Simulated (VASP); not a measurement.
Output of a VASP run:

OUTCAR:
```
 ion  position               nearest neighbor table
   1  0.000  0.000  0.000-
  LATTYP: Found a face centered cubic cell.
 ALAT       =     6.2016000000
 Subroutine PRICEL returns:
 Original cell was already a primitive cell.
 Subroutine GETGRP returns: Found 48 space group operations
The static configuration has the point symmetry O_h .
The dynamic configuration has the point symmetry O_h .
 Subroutine INISYM returns: Found 48 space group operations
 Subroutine IBZKPT returns following result:
 Found     35 irreducible k-points:

 Following reciprocal coordinates:
            Coordinates               Weight
  0.000000  0.000000  0.000000      1.000000
  0.111111  0.000000  0.000000      8.000000
  0.222222  0.000000  0.000000      8.000000
  0.333333  0.000000  0.000000      8.000000
  0.444444  0.000000  0.000000      8.000000
  0.111111  0.111111  0.000000      6.000000
  0.222222  0.111111  0.000000     24.000000
  0.333333  0.111111  0.000000     24.000000
  0.444444  0.111111  0.000000     24.000000
 -0.444444  0.111111  0.000000     24.000000
 -0.333333  0.111111  0.000000     24.000000
 -0.222222  0.111111  0.000000     24.000000
 -0.111111  0.111111  0.000000     12.000000
  0.222222  0.222222  0.000000      6.000000
  0.333333  0.222222  0.000000     24.000000
  0.444444  0.222222  0.000000     24.000000
 -0.444444  0.222222  0.000000     24.000000
 -0.333333  0.222222  0.000000     24.000000
 -0.222222  0.222222  0.000000     12.000000
  0.333333  0.333333  0.000000      6.000000
  0.444444  0.333333  0.000000     24.000000
 -0.444444  0.333333  0.000000     24.000000
 -0.333333  0.333333  0.000000     12.000000
  0.444444  0.444444  0.000000      6.000000
 -0.444444  0.444444  0.000000     12.000000
  0.333333  0.222222  0.111111     24.000000
  0.444444  0.222222  0.111111     48.000000
 -0.444444  0.222222  0.111111     48.000000
  0.444444  0.333333  0.111111     24.000000
 -0.444444  0.333333  0.111111     48.000000
 -0.333333  0.333333  0.111111     48.000000
 -0.222222  0.333333  0.111111     24.000000
 -0.444444  0.444444  0.111111     24.000000
 -0.333333  0.444444  0.111111     24.000000
 -0.333333  0.444444  0.222222     24.000000
   k-points           NKPTS =     35   k-points in BZ     NKDIM =     35   number of bands    NBANDS=      9
   number of dos      NEDOS =    301   number of ions     NIONS =      1
   total plane-waves  NPLWV =  32768
   dimension x,y,z NGX =    32 NGY =   32 NGZ =   32
   dimension x,y,z NGXF=    64 NGYF=   64 NGZF=   64
   ions per type =               1
   PREC   = accura    normal or accurate (medium, high low for compatibility)
   ISTART =      0    job   : 0-new  1-cont  2-samecut
   ICHARG =      2    charge: 1-file 2-atom 10-const
   ISPIN  =      1    spin polarized calculation?
   LNONCOLLINEAR =      F non collinear calculations
   LSORBIT =      F    spin-orbit coupling
   INIWAV =      1    electr: 0-lowe 1-rand  2-diag
   ENCUT  =  475.0 eV  34.91 Ry    5.91 a.u.   7.79  7.79  7.79*2*pi/ulx,y,z
   NELM   =    100;   NELMIN=  2; NELMDL= -5     # of ELM steps
   EDIFF  = 0.1E-05   stopping-criterion for ELM
   LREAL  =      F    real-space projection
   NLSPLINE    = F    spline interpolate recip. space projectors
   LMAXMIX     =    4 max onsite mixed and CHGCAR
   VOSKOWN=      0    Vosko Wilk Nusair interpolation
   EDIFFG = 0.1E-04   stopping-criterion for IOM
   NSW    =      0    number of steps for IOM
   NBLOCK =      1;   KBLOCK =      1    inner block; outer block
   IBRION =     -1    ionic relax: 0-MD 1-quasi-New 2-CG
   NFREE  =      0    steps in history (QN), initial steepest desc. (CG)
   ISIF   =      2    stress and relaxation
   ISYM   =      2    0-nonsym 1-usesym 2-fastsym
   TEIN   =    0.0    initial temperature
   TEBEG  =    0.0;   TEEND  =   0.0 temperature during run
   SMASS  =  -3.00    Nose mass-parameter (am)
...
```

### OSZICAR
```
       N       E                     dE             d eps       ncg     rms          rms(c)
DAV:   1     0.349277479322E+02    0.34928E+02   -0.46082E+03   630   0.883E+02
DAV:   2     0.545406960879E-01   -0.34873E+02   -0.34631E+02   719   0.159E+02
DAV:   3    -0.153797913183E+01   -0.15925E+01   -0.15756E+01   993   0.275E+01
DAV:   4    -0.161436821873E+01   -0.76389E-01   -0.76351E-01   902   0.452E+00
DAV:   5    -0.161515611170E+01   -0.78789E-03   -0.78769E-03  1038   0.398E-01    0.105E+01
DAV:   6    -0.161790111409E+01   -0.27450E-02   -0.68659E-03   746   0.113E+00    0.588E+00
DAV:   7    -0.161967597430E+01   -0.17749E-02   -0.12086E-02   752   0.149E+00    0.299E-01
DAV:   8    -0.161967964933E+01   -0.36750E-05   -0.17894E-03   954   0.274E-01    0.116E-01
DAV:   9    -0.161970370426E+01   -0.24055E-04   -0.31357E-05   855   0.662E-02    0.394E-02
DAV:  10    -0.161971828350E+01   -0.14579E-04   -0.88958E-06   767   0.277E-02    0.332E-02
DAV:  11    -0.161971768399E+01    0.59950E-06   -0.48228E-07   482   0.722E-03
   1 F= -.16197177E+01 E0= -.16193238E+01  d E =-.118180E-02
```

File OUTCAR:
```
------------------------ aborting loop because EDIFF is reached ----------------------------------------
  FORCE on cell =-STRESS in cart. coord.  units (eV):
  Direction    XX          YY          ZZ          XY          YZ          ZX
  --------------------------------------------------------------------------------------
  Total       -0.3329612     -0.3329612     -0.3329612     -0.0000000      0.0000000     -0.0000000
  in kB       -8.9464942     -8.9464942     -8.9464942     -0.0000000      0.0000000     -0.0000000
  external PRESSURE =      -8.9464942 kB  Pullay stress =       0.0000000 kB
  volume of cell :       59.63
      direct lattice vectors                 reciprocal lattice vectors
     0.000000000  3.100800000  3.100800000    -0.161248710  0.161248710  0.161248710
     3.100800000  0.000000000  3.100800000     0.161248710 -0.161248710  0.161248710
     3.100800000  3.100800000  0.000000000     0.161248710  0.161248710 -0.161248710
 POSITION                                       TOTAL-FORCE (eV/Angst)
 -----------------------------------------------------------------------------------
      0.00000      0.00000      0.00000         0.000000      0.000000      0.000000
 -----------------------------------------------------------------------------------
    total drift:                                0.000000      0.000000      0.000000
  FREE ENERGIE OF THE ION-ELECTRON SYSTEM (eV)
  ---------------------------------------------------
  free  energy   TOTEN  =        -1.6197176840 eV

  energy  without entropy=       -1.6185358822  energy(sigma->0) =       -1.61932375
```
(Selected blocks of OUTCAR.)

**POSCAR**
```
Sr
1
    0.0000000000     3.1008000000     3.1008000000
    3.1008000000     0.0000000000     3.1008000000
    3.1008000000     3.1008000000     0.0000000000
Sr
1
Direct
  0.0000000000   0.0000000000   0.0000000000
```

Q: Write an INCAR and KPOINTS that could have produced this output.

A: Several could match; the one computed here: the input of the run itself, PBE GGA, plane waves, VASP's PBE PAW potentials (set 64).

KPOINTS:
```
Automatic mesh
0
Gamma
 9 9 9
0 0 0
```

### INCAR
```
! general
SYSTEM  = Sr
PREC    = Accurate
ENCUT   = 475
LREAL   = .FALSE.
LASPH   = .TRUE.

! electronic loop
EDIFF   = 1E-6
NELM    = 100
ALGO    = Normal
LMAXMIX = 4

! smearing
ISMEAR  = 1
SIGMA   = 0.1

! functional
GGA     = PE

! ions
ISIF    = 2

! output
LWAVE   = .FALSE.
LCHARG  = .FALSE.
```

POTCAR, in this order: Sr_sv (PBE.64 set). Program: vasp_std.

The compound is Sr in the fcc structure. The cell was not relaxed at this level. The run is one of a series of settings (ENCUT = 475 against the base run), some of them coarse on purpose.
